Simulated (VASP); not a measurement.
An input for Ansatz (written as the equivalent of a VASP run, and not itself run):

Ansatz 0.2 input:
```yaml
crystal:
  lattice:
    - [3.9567377, 0.0000000, 0.0000000]
    - [0.0000000, 2.8417617, 2.8551208]
    - [0.0000000, -2.8417617, 2.8551208]
  atoms:
    - { symbol: Ba, position: [0.0000000, 0.0040722, 0.0040722] }
    - { symbol: Ti, position: [0.5000000, 0.5178496, 0.5178496] }
    - { symbol: O, position: [0.5000000, 0.9800501, 0.4905256] }
    - { symbol: O, position: [0.5000000, 0.4905256, 0.9800501] }
    - { symbol: O, position: [0.0000000, 0.4873925, 0.4873925] }
kpoints:
  mp_grid: { grid: [6, 6, 6] }
hamiltonian:
  xc: pbesol
  pseudopotentials: { kind: paw }
scf:
  occupations: { method: tetrahedron }
  max_iter: 100
output: { forces: true, stress: true, eigenvalues: true }
```

Question: Translate this input to VASP (INCAR, KPOINTS, POSCAR, choice of POTCAR).

Answer: Several could match; the one computed here: 
**POSCAR**
```
BaTiO3
1
    3.9567377127     0.0000000000     0.0000000000
    0.0000000000     2.8417616721     2.8551207978
    0.0000000000    -2.8417616721     2.8551207978
Ba Ti O
1 1 3
Direct
  0.0000000000   0.0040722077   0.0040722077
  0.5000000000   0.5178496495   0.5178496495
  0.5000000000   0.9800500621   0.4905255947
  0.5000000000   0.4905255947   0.9800500621
  0.0000000000   0.4873924861   0.4873924861
```

### INCAR
```
SYSTEM = BaTiO3
PREC = Accurate
ENCUT = 520
EDIFF = 1E-7
NELM = 100
ALGO = Normal
LREAL = .FALSE.
LASPH = .TRUE.
ISMEAR = -5
GGA = PS
LMAXMIX = 4
LWAVE = .FALSE.
LCHARG = .TRUE.
LORBIT = 11
NEDOS = 601
ISIF = 2
```

### KPOINTS
```
Automatic mesh
0
Gamma
6 6 6
0 0 0
```

POTCAR, in this order: Ba_sv Ti_sv O (PBE.64 set). Program: vasp_std.

What does not carry over: each code has its own PAW files, so the cut-off isn't converted (ENCUT is set for VASP's; basis.ecutwfc is left out, and Ansatz then takes the one that its files recommend); Ansatz stops its SCF on the density residual and VASP on the energy change (EDIFF).

The structure comes from a computed database's BaTiO3 entry (Amm2); how it stands against other phases isn't given here. It was relaxed first.
